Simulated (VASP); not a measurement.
Method: r2SCAN meta-GGA, VASP's PBE PAW potentials (set 64) (plane waves; VASP).

VASP input:

KPOINTS_OPT:
```
k-points along high-symmetry lines
12
Line-mode
Reciprocal
  0.000000   0.000000   0.000000 ! GAMMA
  0.500000   0.000000   0.000000 ! L

  0.500000   0.000000   0.000000 ! L
  0.500000  -0.500000   0.500000 ! T

  0.500000  -0.500000   0.500000 ! T
  0.435542  -0.564458   0.435542 ! P_0

  0.435542   0.435542   0.435542 ! P_2
  0.000000   0.000000   0.000000 ! GAMMA

  0.000000   0.000000   0.000000 ! GAMMA
  0.500000  -0.500000   0.000000 ! F
```

**INCAR**
```
# general
SYSTEM =Te
PREC   =Accurate
ENCUT  =400   # plane-wave cut-off (eV)
LREAL  =F   # projection in real space or not
LASPH  =T

# electronic loop
EDIFF  =1E-7   # SCF stop (eV)
NELM   =100   # most electronic steps
ALGO   =Normal
LMAXMIX=4
LMIXTAU=T

# smearing
ISMEAR =-5

# functional
METAGGA=R2SCAN

# ions
ISIF   =2   # forces and stress, cell fixed

# output
LWAVE  =F
LCHARG =F
LORBIT =11   # lm-projected
NEDOS  =601   # DOS grid
```

File KPOINTS:
```
Regular mesh
0
G
 13 13 13
0 0 0
```

### POSCAR
```
Te
1
    2.2755024965     1.3137621010     1.8042211596
   -2.2755024965     1.3137621010     1.8042211596
   -0.0000000000    -2.6275242021     1.8042211596
Te
1
Direct
  0.5000000000   0.5000000000   0.5000000000
```

POTCAR, in this order: Te (PBE.64 set). Program: vasp_std.

The resulting files:

File OUTCAR:
```
 ion  position               nearest neighbor table
   1  0.500  0.500  0.500-
  LATTYP: Found a trigonal (rhomboedric) cell.
 ALAT       =     3.1873337545
 COS(alpha) =    -0.0193645923
 Subroutine PRICEL returns:
 Original cell was already a primitive cell.
 Subroutine GETGRP returns: Found 12 space group operations
The static configuration has the point symmetry D_3d.
The dynamic configuration has the point symmetry D_3d.
 Subroutine INISYM returns: Found 12 space group operations
 Subroutine IBZKPT returns following result:
 Found    231 irreducible k-points:

 Following reciprocal coordinates:
            Coordinates               Weight
  0.000000  0.000000  0.000000      1.000000
  0.076923  0.000000  0.000000      6.000000
  0.153846  0.000000  0.000000      6.000000
  0.230769  0.000000  0.000000      6.000000
  0.307692  0.000000  0.000000      6.000000
  0.384615  0.000000  0.000000      6.000000
  0.461538  0.000000 -0.000000      6.000000
  0.076923  0.076923 -0.000000      6.000000
  0.153846  0.076923  0.000000     12.000000
  0.230769  0.076923  0.000000     12.000000
  0.307692  0.076923  0.000000     12.000000
  0.384615  0.076923  0.000000     12.000000
  0.461538  0.076923 -0.000000     12.000000
 -0.461538  0.076923  0.000000     12.000000
 -0.384615  0.076923  0.000000     12.000000
 -0.307692  0.076923 -0.000000     12.000000
 -0.230769  0.076923 -0.000000     12.000000
 -0.153846  0.076923  0.000000     12.000000
 -0.076923  0.076923  0.000000      6.000000
  0.153846  0.153846  0.000000      6.000000
  0.230769  0.153846  0.000000     12.000000
  0.307692  0.153846 -0.000000     12.000000
  0.384615  0.153846 -0.000000     12.000000
  0.461538  0.153846  0.000000     12.000000
...
```

### OSZICAR
```
       N       E                     dE             d eps       ncg     rms          rms(c)
DAV:   1    -0.729636922086E+01   -0.72964E+01   -0.22340E+03  3241   0.567E+02
DAV:   2    -0.259763971886E+02   -0.18680E+02   -0.18092E+02  4298   0.759E+01
DAV:   3    -0.263739020984E+02   -0.39750E+00   -0.39567E+00  3815   0.157E+01
DAV:   4    -0.263765219552E+02   -0.26199E-02   -0.26211E-02  4781   0.149E+00
DAV:   5    -0.263765437276E+02   -0.21772E-04   -0.21795E-04  4095   0.925E-02    0.582E+00
DAV:   6    -0.252670809793E+02    0.11095E+01   -0.18423E-01  3626   0.347E+00    0.393E+00
DAV:   7    -0.255977492400E+02   -0.33067E+00   -0.13469E-01  3283   0.342E+00    0.581E-01
DAV:   8    -0.253290218277E+02    0.26873E+00   -0.10702E-01  3479   0.282E+00    0.849E-02
DAV:   9    -0.253334497814E+02   -0.44280E-02   -0.27619E-03  4396   0.603E-01    0.120E-01
DAV:  10    -0.253321513484E+02    0.12984E-02   -0.50624E-04  3682   0.257E-01    0.981E-02
DAV:  11    -0.253336789000E+02   -0.15276E-02   -0.33139E-04  3528   0.198E-01    0.173E-01
DAV:  12    -0.253339069565E+02   -0.22806E-03   -0.67628E-05  3836   0.891E-02    0.833E-02
DAV:  13    -0.253339018149E+02    0.51416E-05   -0.17578E-06  4263   0.137E-02    0.756E-02
DAV:  14    -0.253339030635E+02   -0.12486E-05   -0.53788E-07  3997   0.805E-03    0.215E-02
DAV:  15    -0.253339084825E+02   -0.54190E-05   -0.18870E-06  3451   0.155E-02    0.259E-03
DAV:  16    -0.253339082220E+02    0.26052E-06   -0.14001E-07  3724   0.415E-03    0.129E-03
DAV:  17    -0.253339082110E+02    0.10980E-07   -0.10909E-08  2086   0.120E-03
   1 F= -.25333908E+02 E0= -.25333908E+02  d E =0.000000E+00
       N       E                     dE             ncg
```

OUTCAR:
```
------------------------ aborting loop because EDIFF is reached ----------------------------------------
  FORCE on cell =-STRESS in cart. coord.  units (eV):
  Direction    XX          YY          ZZ          XY          YZ          ZX
  --------------------------------------------------------------------------------------
  Total       -0.0327482     -0.0327482     -0.0108688      0.0000000      0.0000000      0.0000000
  in kB       -1.6212974     -1.6212977     -0.5380917      0.0000000      0.0000000      0.0000000
  external PRESSURE =      -1.2602289 kB  Pullay stress =       0.0000000 kB
  volume of cell :       32.36
      direct lattice vectors                 reciprocal lattice vectors
     2.275502497  1.313762101  1.804221160     0.219731686  0.126862136  0.184751926
    -2.275502497  1.313762101  1.804221160    -0.219731686  0.126862136  0.184751926
     0.000000000 -2.627524202  1.804221160     0.000000000 -0.253724273  0.184751926
 POSITION                                       TOTAL-FORCE (eV/Angst)
 -----------------------------------------------------------------------------------
      0.00000     -0.00000      2.70633         0.000000     -0.000000      0.000000
 -----------------------------------------------------------------------------------
    total drift:                                0.000000      0.000000     -0.000000
  FREE ENERGIE OF THE ION-ELECTRON SYSTEM (eV)
  ---------------------------------------------------
  free  energy   TOTEN  =       -25.3339082110 eV

  energy  without entropy=      -25.3339082110  energy(sigma->0) =      -25.33390821

 total charge

# of ion       s       p       d       tot
------------------------------------------
    1        1.444   1.795   0.047   3.286
```
(Selected blocks of OUTCAR.)

### OUTCAR
```
 val. band max:        6.9879640183   @ k =   0.0769   0.0769   0.0769

 cond. band min:       6.1002379346   @ k =  -0.1538   0.1538   0.1538


 Fermi energy:         6.4960573407

 k-point     1 :       0.0000    0.0000    0.0000
  band No.  band energies     occupation
      1      -7.8293      2.00000
      2       7.6260      0.00000
      3       7.7759      0.00000
      4       7.7759      0.00000
      5      12.8261      0.00000
      6      12.8261      0.00000
      7      13.7356      0.00000

 k-point     2 :       0.0769    0.0000    0.0000
  band No.  band energies     occupation
      1      -7.7547      2.00000
      2       6.8891      0.38515
      3       7.7476      0.00000
      4       7.8428      0.00000
      5      12.8934      0.00000
      6      13.3158      0.00000
      7      14.3025      0.00000

 k-point     3 :       0.1538    0.0000    0.0000
  band No.  band energies     occupation
      1      -7.5355      2.00000
      2       5.2664      2.10879
      3       7.9366      0.00000
      4       8.0357      0.00000
      5      13.0920      0.00000
      6      13.7018      0.00000
      7      16.1975      0.00000

 k-point     4 :       0.2308    0.0000    0.0000
  band No.  band energies     occupation
      1      -7.1888      2.00000
      2       3.5799      2.00000
      3       8.2298      0.00000
      4       8.3299      0.00000
      5      13.4102      0.00000
      6      14.1247      0.00000
      7      18.3973      0.00000

 k-point     5 :       0.3077    0.0000    0.0000
  band No.  band energies     occupation
      1      -6.7534      2.00000
      2       2.0731      2.00000
      3       8.5774      0.00000
      4       8.6782      0.00000
      5      13.8195      0.00000
      6      14.6900      0.00000
      7      18.9025      0.00000

 k-point     6 :       0.3846    0.0000    0.0000
  band No.  band energies     occupation
      1      -6.3108      2.00000
...
```

For a metal the tetrahedron method with Blöchl corrections gives inexact stress and forces. Unless said otherwise, spin-orbit coupling is left out, though it shifts the bands of the heavy elements here.

The structure comes from a computed database's Te entry (R-3m); how it stands against other phases isn't given here. It was relaxed first.
